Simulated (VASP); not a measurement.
All values below come from optB88-vdW, VASP's PBE PAW potentials (set 64) (plane waves; VASP).

A VASP calculation is set up with these files.

File KPOINTS:
```
Automatic
0
Gamma
8 8 8
0 0 0
```

File POSCAR:
```
KF
1
    0.0000000000     2.6750000000     2.6750000000
    2.6750000000     0.0000000000     2.6750000000
    2.6750000000     2.6750000000     0.0000000000
K F
1 1
Direct
  0.0000000000   0.0000000000   0.0000000000
  0.5000000000   0.5000000000   0.5000000000
```

### INCAR
```
SYSTEM = KF
PREC = Accurate
ENCUT = 520
EDIFF = 1E-6
NELM = 100
ALGO = Normal
LREAL = .FALSE.
LASPH = .TRUE.
ISMEAR = 0
SIGMA = 0.05
GGA = BO
PARAM1 = 0.1833333333
PARAM2 = 0.22
LUSE_VDW = .TRUE.
AGGAC = 0.0
LWAVE = .FALSE.
LCHARG = .FALSE.
IBRION = 2
ISIF = 3
NSW = 60
EDIFFG = -0.01
```

POTCAR, in this order: K_sv F (PBE.64 set). Program: vasp_std.

Problem. What does the run give for the energy per atom (σ→0), volume per atom, band gap (on the k-mesh)?

Solution. 
```json
{
 "energy per atom (σ→0)": "-2227 meV/atom",
 "band gap (on the k-mesh)": "6.19 eV",
 "volume_per_atom": "18.87 Å³/atom"
}
```

**OSZICAR**
```
...
DAV:   1    -0.445691313628E+01   -0.39701E-02   -0.75131E-02   784   0.315E+00    0.479E-01
DAV:   2    -0.445351018617E+01    0.34030E-02   -0.14692E-02   784   0.119E+00    0.123E-01
DAV:   3    -0.445313350885E+01    0.37668E-03   -0.71950E-04  1036   0.300E-01    0.917E-02
DAV:   4    -0.445307907830E+01    0.54431E-04   -0.20903E-04  1224   0.118E-01    0.786E-02
DAV:   5    -0.445309186444E+01   -0.12786E-04   -0.20820E-05  1100   0.297E-02    0.108E-02
DAV:   6    -0.445309408745E+01   -0.22230E-05   -0.69249E-06  1232   0.208E-02    0.283E-03
DAV:   7    -0.445309443635E+01   -0.34890E-06   -0.15826E-07   480   0.435E-03
   3 F= -.44530944E+01 E0= -.44530944E+01  d E =-.976977E-03
```

The compound is KF in the rock salt structure. This run relaxes it. Symmetry was kept, so distortions that lower it aren't found.
